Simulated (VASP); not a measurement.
A convergence study with VASP on SrO (rock salt): one setting is varied, all else stays as given below, so the limit is that of these other settings.

```
CELL_PARAMETERS angstrom
      0.00000     2.58000     2.58000
      2.58000     0.00000     2.58000
      2.58000     2.58000     0.00000
ATOMIC_POSITIONS crystal
  Sr 0.00000 0.00000 0.00000
  O  0.50000 0.50000 0.50000
```

Calculation: PBE GGA, VASP's PBE PAW potentials (set 64) (plane waves; VASP). The tightest run used: 700 eV cut-off, 14×14×14 Monkhorst-Pack mesh, Gaussian smearing of 0.050 eV, potentials Sr_sv O.

Q: The settings run are 1×1×1 mesh; 2×2×2 mesh; 3×3×3 mesh; 4×4×4 mesh; 5×5×5 mesh; 6×6×6 mesh; 7×7×7 mesh; 8×8×8 mesh; 9×9×9 mesh; 10×10×10 mesh; 11×11×11 mesh; 12×12×12 mesh; 13×13×13 mesh; 14×14×14 mesh. From which on does the energy per atom stay within 0.01 eV/atom of the tightest run?

A: From 4×4×4 mesh on: it is off by 0.0003 there and by no more than 0.01 in any finer run, while 3×3×3 mesh is off by 0.0122.
```
setting        E (eV/atom)  pressure (GPa)  irreducible k-points  difference judged (eV/atom)
-------------  -----------  --------------  --------------------  ---------------------------
1×1×1 mesh         -2.2382           40.63                     1                       3.7881
2×2×2 mesh         -6.0771            1.18                     2                       0.0508
3×3×3 mesh         -6.0141            2.39                     4                       0.0122
4×4×4 mesh         -6.0265            2.23                    10                       0.0003
5×5×5 mesh         -6.0260            2.24                    10                       0.0003
6×6×6 mesh         -6.0263            2.24                    28                       0.0000
7×7×7 mesh         -6.0263            2.24                    20                       0.0000
8×8×8 mesh         -6.0263            2.24                    60                       0.0000
9×9×9 mesh         -6.0263            2.24                    35                       0.0000
10×10×10 mesh      -6.0263            2.24                   110                       0.0000
11×11×11 mesh      -6.0263            2.24                    56                       0.0000
12×12×12 mesh      -6.0263            2.24                   182                       0.0000
13×13×13 mesh      -6.0263            2.24                    84                       0.0000
14×14×14 mesh      -6.0263            2.24                   280                       0.0000
```

Left out are rungs that failed or repeat a setting and relaxations that didn't move; long series are thinned to 24 rows.

The compound is SrO in the rock salt structure. The cell was not relaxed at this level.
